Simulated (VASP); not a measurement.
Given:

```
CELL_PARAMETERS angstrom
      1.60346    -2.77728     0.00000
      1.60346     2.77728     0.00000
      0.00000     0.00000    10.46324
ATOMIC_POSITIONS crystal
  In 0.66667 0.33333 0.25331
  Al 0.33333 0.66667 0.98665
  Al 0.66667 0.33333 0.75150
  Al 0.33333 0.66667 0.51570
  N  0.66667 0.33333 0.46225
  N  0.33333 0.66667 0.16566
  N  0.66667 0.33333 0.93223
  N  0.33333 0.66667 0.69669
```

All values below come from PBEsol GGA, VASP's PBE PAW potentials (set 64) (plane waves; VASP 6.6.1). Numerical set-up: 520 eV cut-off, 9×9×3 Γ-centred mesh, tetrahedra with Blöchl corrections, potentials In_d Al N.

Unless said otherwise, spin-orbit coupling is left out, though it shifts the bands of the heavy elements here.

**Question.** Predict the energy per atom (σ→0), band gap (on the k-mesh) with the smallest direct gap where there is one.

**Answer.** 
The band gap (on the k-mesh) comes out as 1.38 eV and the smallest direct gap (on the k-mesh) is 1.38 eV. The energy per atom (σ→0) comes out as -697.7 kJ/mol-atom.

The absolute energy has meaning only against runs of the same code, potentials and settings.

The structure was generated: Al3InN4 was put into an ordered model structure (P3m1), which need not be its known phase. It was relaxed first.
